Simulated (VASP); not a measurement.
# Ca2P3Ru (P6/mmm) in VASP: single point with PBE

Aim: the single point of Ca2P3Ru with PBE.

All numbers are computed with VASP 6.6.1; they aren't measurements. Logs are shortened: lines on timing, memory, paths and dates and some standing lists are left out, and cuts for length are marked.

### 1 The cell of the first run

Symmetry: P6/mmm, No. 191, hexagonal system. The conventional cell has a = 5.859 Å, b = 5.859 Å, c = 4.141 Å, α = 90.00°, β = 90.00°, γ = 120.00°. Ca (site symmetry -6m2) has 6 P at 2.67 Å as nearest neighbours. P (site symmetry mmm) has 4 Ca at 2.67 Å and 4 P at 2.93 Å as nearest neighbours. Ru (site symmetry 6/mmm) is surrounded by 6 Ca at 3.38 Å and 12 P at 3.59 Å.

The cell was built by a generator and needn't be a form met in nature.

### 2 Single point, PBE (species swapped into the PrAl2Ni3 type (P6/mmm, No. 191))

INCAR

```
SYSTEM = Ca2P3Ru
PREC = Accurate ; ENCUT = 520
EDIFF = 1E-6 ; ISMEAR = 0
SIGMA = 0.1 ; LREAL = .FALSE.
LASPH = .TRUE. ; NELM = 100
ALGO = Normal ; ISIF = 2
LWAVE = .FALSE. ; LCHARG = .FALSE.
GGA = PE ; NBANDS = 34
```

KPOINTS

```
regular mesh
0
G
  3 3 4
  0 0 0
```

POSCAR

```
Ca2P3Ru
1.0
    5.8587275000      0.0000000000      0.0000000000
   -2.9293637500      5.0738068400      0.0000000000
    0.0000000000      0.0000000000      4.1412441400
Ca P Ru
2 3 1
Direct
    0.3333333300      0.6666666700      0.0000000000
    0.6666666700      0.3333333300      0.0000000000
    0.5000000000      0.0000000000      0.5000000000
    0.5000000000      0.5000000000      0.5000000000
    0.0000000000      0.5000000000      0.5000000000
    0.0000000000      0.0000000000      0.0000000000
```

Potentials or basis: VASP PAW PBE potentials, release 64 (Ca_sv, P, Ru_pv).

The run is started by

```bash
cat potpaw_PBE.64/Ca_sv/POTCAR potpaw_PBE.64/P/POTCAR potpaw_PBE.64/Ru_pv/POTCAR > POTCAR
mpirun -np 1 vasp_std > vasp.out
```

OUTCAR:

```text
SYSTEM = Ca2P3Ru
   PREC = Accurate
   ENCUT = 520
   EDIFF = 1E-6
   ISMEAR = 0
   LREAL = .FALSE.
   LASPH = .TRUE.
   NELM = 100
   ISIF = 2
   GGA = PE

 ion  position               nearest neighbor table
   1  0.333  0.667  0.000-   3 2.67   3 2.67   5 2.67   5 2.67   4 2.67   4 2.67
   2  0.667  0.333  0.000-   3 2.67   3 2.67   5 2.67   5 2.67   4 2.67   4 2.67
   3  0.500  0.000  0.500-   1 2.67   2 2.67   1 2.67   2 2.67   4 2.93   5 2.93   4 2.93   5 2.93

   4  0.500  0.500  0.500-   1 2.67   2 2.67   1 2.67   2 2.67   3 2.93   3 2.93   5 2.93   5 2.93

   5  0.000  0.500  0.500-   1 2.67   2 2.67   1 2.67   2 2.67   3 2.93   3 2.93   4 2.93   4 2.93

   6  0.000  0.000  0.000-

  LATTYP: Found a hexagonal cell.
 ALAT       =     5.8587275000
 C/A-ratio  =     0.7068504449

  Lattice vectors:

 A1 = (   5.8587275000,   0.0000000000,   0.0000000000)
 A2 = (  -2.9293637500,   5.0738068400,   0.0000000000)
 A3 = (   0.0000000000,   0.0000000000,   4.1412441400)

Analysis of symmetry for initial positions (statically):
=====================================================================
 Subroutine PRICEL returns:
 Original cell was already a primitive cell.

 Routine SETGRP: Setting up the symmetry group for a
 hexagonal supercell.

 Subroutine GETGRP returns: Found 24 space group operations
 (whereof 24 operations were pure point group operations)
 out of a pool of 24 trial point group operations.

The static configuration has the point symmetry D_6h.

Analysis of symmetry for dynamics (positions and initial velocities):
=====================================================================
 Subroutine PRICEL returns:
 Original cell was already a primitive cell.

 Routine SETGRP: Setting up the symmetry group for a
 hexagonal supercell.

 Subroutine GETGRP returns: Found 24 space group operations
 (whereof 24 operations were pure point group operations)
 out of a pool of 24 trial point group operations.

The dynamic configuration has the point symmetry D_6h.

 Subroutine INISYM returns: Found 24 space group operations
 (whereof 24 operations are pure point group operations),
 and found     1 'primitive' translations

----------------------------------------------------------------------------------------

                                     Primitive cell

  volume of cell :     123.1028

  direct lattice vectors                    reciprocal lattice vectors
     5.858727500  0.000000000  0.000000000     0.170685529  0.098545336  0.000000000
    -2.929363750  5.073806840  0.000000000     0.000000000  0.197090672  0.000000000
     0.000000000  0.000000000  4.141244140     0.000000000  0.000000000  0.241473327

  length of vectors
     5.858727500  5.858727492  4.141244140     0.197090672  0.197090672  0.241473327

  position of ions in fractional coordinates (direct lattice)
     0.333333330  0.666666670  0.000000000
     0.666666670  0.333333330  0.000000000
     0.500000000  0.000000000  0.500000000
     0.500000000  0.500000000  0.500000000
     0.000000000  0.500000000  0.500000000
     0.000000000  0.000000000  0.000000000

  ion indices of the primitive-cell ions
   primitive index   ion index
                 1           1
                 2           2
                 3           3
                 4           4
                 5           5
                 6           6

----------------------------------------------------------------------------------------

 KPOINTS: regular mesh

Automatic generation of k-mesh.
 Grid dimensions read from file:
 generate k-points for:    3    3    4

 Generating k-lattice:

  Cartesian coordinates                     Fractional coordinates (reciprocal lattice)
     0.056895176  0.032848445  0.000000000     0.333333333  0.000000000  0.000000000
     0.000000000  0.065696891  0.000000000     0.000000000  0.333333333  0.000000000
     0.000000000  0.000000000  0.060368332     0.000000000  0.000000000  0.250000000

  Length of vectors
     0.065696891  0.065696891  0.060368332

  Shift w.r.t. Gamma in fractional coordinates (k-lattice)
     0.000000000  0.000000000  0.000000000

 Subroutine IBZKPT returns following result:
 ===========================================

 Found      9 irreducible k-points:

 Following reciprocal coordinates:
            Coordinates               Weight
  0.000000  0.000000  0.000000      1.000000
  0.333333  0.000000  0.000000      6.000000
  0.333333  0.333333  0.000000      2.000000
  0.000000  0.000000  0.250000      2.000000
  0.333333  0.000000  0.250000     12.000000
  0.333333  0.333333  0.250000      4.000000
  0.000000  0.000000  0.500000      1.000000
  0.333333  0.000000  0.500000      6.000000
  0.333333  0.333333  0.500000      2.000000
   k-points           NKPTS =      9   k-points in BZ     NKDIM =      9   number of bands    NBANDS=     34
   number of dos      NEDOS =    301   number of ions     NIONS =      6
   total plane-waves  NPLWV =  73728
   dimension x,y,z NGX =    48 NGY =   48 NGZ =   32
   dimension x,y,z NGXF=    96 NGYF=   96 NGZF=   64
   ions per type =               2   3   1
   NGX,Y,Z   is equivalent  to a cutoff of  13.62, 13.62, 12.85 a.u.
   NGXF,Y,Z  is equivalent  to a cutoff of  27.24, 27.24, 25.69 a.u.
 SYSTEM =  Ca2P3Ru
   PREC   = accura    normal or accurate (medium, high low for compatibility)
   ISTART =      0    job   : 0-new  1-cont  2-samecut
   ICHARG =      2    charge: 1-file 2-atom 10-const
   ISPIN  =      1    spin polarized calculation?
   LNONCOLLINEAR =      F non collinear calculations
   LSORBIT =      F    spin-orbit coupling
   LASPH  =      T    aspherical Exc in radial PAW
   ENCUT  =  520.0 eV  38.22 Ry    6.18 a.u.  10.89 10.89  7.70*2*pi/ulx,y,z
   NELM   =    100;   NELMIN=  2; NELMDL= -5     # of ELM steps
   EDIFF  = 0.1E-05   stopping-criterion for ELM
   LREAL  =      F    real-space projection
   EDIFFG = 0.1E-04   stopping-criterion for IOM
   NSW    =      0    number of steps for IOM
   IBRION =     -1    ionic relax: 0-MD 1-quasi-New 2-CG
   NFREE  =      0    steps in history (QN), initial steepest desc. (CG)
   ISIF   =      2    stress and relaxation
   ISYM   =      2    0-nonsym 1-usesym 2-fastsym
   POTIM  = 0.5000    time-step for ionic-motion
   TEBEG  =    0.0;   TEEND  =   0.0 temperature during run
   PSTRESS=    0.0 pullay stress
   NELECT =      49.0000    total number of electrons
   NUPDOWN=      -1.0000    fix difference up-down
   EMIN   =  10.00;   EMAX   =-10.00  energy-range for DOS
   EFERMI =   0.00;   METHOD = LEGACY
   ISMEAR =     0;   SIGMA  =   0.10  broadening in eV -4-tet -1-fermi 0-gaus
   EFERMI_NEDOS =   21; number of points for ismear=-14 and -15
   IALGO  =     38    algorithm
   IMIX   =      4    mixing-type and parameters
     AMIX     =   0.40;   BMIX     =  1.00
     AMIX_MAG =   1.60;   BMIX_MAG =  1.00
  volume/ion in A,a.u.               =      20.52       138.46
  Fermi-wavevector in a.u.,A,eV,Ry     =   1.204252  2.275707 19.731492  1.450224
  Thomas-Fermi vector in A             =   2.339983
   LORBIT       =      0    0 simple, 1 ext, 2 COOP (PROOUT), +10 PAW based schemes
   GGA     = PE    functional components
   LHFCALC =     F    Hartree Fock is set to
   AEXX    =    0.0000 exact exchange contribution
   IVDW    =     0    specifies the selected vdW correction
   LEPSILON=     F    determine dielectric tensor
   LRPA    =     F    only Hartree local field effects (RPA)
 non-spin polarized calculation
 Gauss-broadening in eV      SIGMA  =   0.10
  energy-cutoff  :      520.00
  volume of cell :      123.10
 maximum number of plane-waves:      3327
 NGX is ok and might be reduce to    48
   NGX = 21   NGY = 21   NGZ = 15

 number of electron      49.0000003 magnetization

 Free energy of the ion-electron system (eV)
  ---------------------------------------------------
  ext. energy  EPLUGINS =         0.00000000
  ---------------------------------------------------
  free energy    TOTEN  =       -25.76434486 eV

  energy without entropy =      -25.71812966  energy(sigma->0) =      -25.74123726

 E-fermi :   5.1699     XC(G=0): -10.2056

 val. band max:        5.1183181425   @ k =   0.0000   0.0000   0.5000
 cond. band min:       5.1887343285   @ k =   0.3333   0.0000   0.5000
 fundamental gap:      0.0704161860
 Fermi energy:         5.1698654238

 k-point     1 :       0.0000    0.0000    0.0000
  band No.  band energies     occupation
      1     -36.3647      2.00000
      2     -36.3647      2.00000
      3     -36.3234      2.00000
      4     -34.0142      2.00000
      5     -33.9606      2.00000
      6     -15.3143      2.00000
[... 26 lines left out ...]
     33       9.3308      0.00000
     34       9.3308      0.00000

 k-point     2 :       0.3333    0.0000    0.0000
  band No.  band energies     occupation
      1     -36.3649      2.00000
      2     -36.3647      2.00000
      3     -36.3234      2.00000
      4     -34.0027      2.00000
      5     -33.9720      2.00000
      6     -15.3303      2.00000
[... 26 lines left out ...]
     33       9.7329      0.00000
     34       9.9031      0.00000

 k-point     3 :       0.3333    0.3333    0.0000
  band No.  band energies     occupation
      1     -36.3649      2.00000
      2     -36.3649      2.00000
      3     -36.3234      2.00000
      4     -33.9873      2.00000
      5     -33.9873      2.00000
      6     -15.3493      2.00000
[... 26 lines left out ...]
     33       9.9768      0.00000
     34      10.4540      0.00000
[... 149 lines left out ...]
 k-point     8 :       0.3333    0.0000    0.5000
  band No.  band energies     occupation
      1     -36.3647      2.00000
      2     -36.3645      2.00000
      3     -36.3265      2.00000
      4     -33.9973      2.00000
      5     -33.9674      2.00000
      6     -15.4535      2.00000
[... 26 lines left out ...]
     33       9.3801      0.00000
     34      11.0742      0.00000

 k-point     9 :       0.3333    0.3333    0.5000
  band No.  band energies     occupation
      1     -36.3646      2.00000
      2     -36.3646      2.00000
      3     -36.3265      2.00000
      4     -33.9823      2.00000
      5     -33.9823      2.00000
      6     -15.3974      2.00000
[... 26 lines left out ...]
     33       9.5727      0.00000
     34      10.5933      0.00000

------------------------ aborting loop because EDIFF is reached ----------------------------------------

  FORCE on cell =-STRESS in cart. coord.  units (eV):
  Direction    XX          YY          ZZ          XY          YZ          ZX
  --------------------------------------------------------------------------------------
  -------------------------------------------------------------------------------------
  Total       -1.1907314     -1.1907314     11.6744387      0.0000000      0.0000000      0.0000000
  in kB      -15.4973096    -15.4973096    151.9422411      0.0000000      0.0000000      0.0000000
  external PRESSURE =      40.3158740 kB  Pullay stress =       0.0000000 kB

 VOLUME and BASIS-vectors are now :
 -----------------------------------------------------------------------------
  energy-cutoff  :      520.00
  volume of cell :      123.10
      direct lattice vectors                 reciprocal lattice vectors
     5.858727500  0.000000000  0.000000000     0.170685529  0.098545336  0.000000000
    -2.929363750  5.073806840  0.000000000     0.000000000  0.197090672  0.000000000
     0.000000000  0.000000000  4.141244140     0.000000000  0.000000000  0.241473327

 POSITION                                       TOTAL-FORCE (eV/Angst)
 -----------------------------------------------------------------------------------
     -0.00000      3.38254      0.00000         0.000000     -0.000000     -0.000000
      2.92936      1.69127      0.00000        -0.000000      0.000000      0.000000
      2.92936      0.00000      2.07062        -0.000000      0.000000     -0.000000
      1.46468      2.53690      2.07062         0.000000      0.000000     -0.000000
     -1.46468      2.53690      2.07062        -0.000000      0.000000     -0.000000
      0.00000      0.00000      0.00000        -0.000000      0.000000     -0.000000
 -----------------------------------------------------------------------------------
    total drift:                               -0.000000      0.000000     -0.000000

  FREE ENERGIE OF THE ION-ELECTRON SYSTEM (eV)
  ---------------------------------------------------
  free  energy   TOTEN  =       -25.7643448633 eV

  energy  without entropy=      -25.7181296562  energy(sigma->0) =      -25.74123726
```

It took 81 s on 1 thread of AMD EPYC 7R43 (Zen 3), shared host; peak memory 0.23 GiB.

What came out:

* Free energy: -25.7643 eV
* Pressure: 4.0 GPa
* Band gap on the k mesh: none (metal or under the smearing width)

Stress tensor (GPa, compression positive):
```
-1.55  0.00  0.00
 0.00 -1.55  0.00
 0.00  0.00 15.19
```

Caveat: the k mesh is coarse (spacing up to 0.41 Å⁻¹), so the values aren't converged.
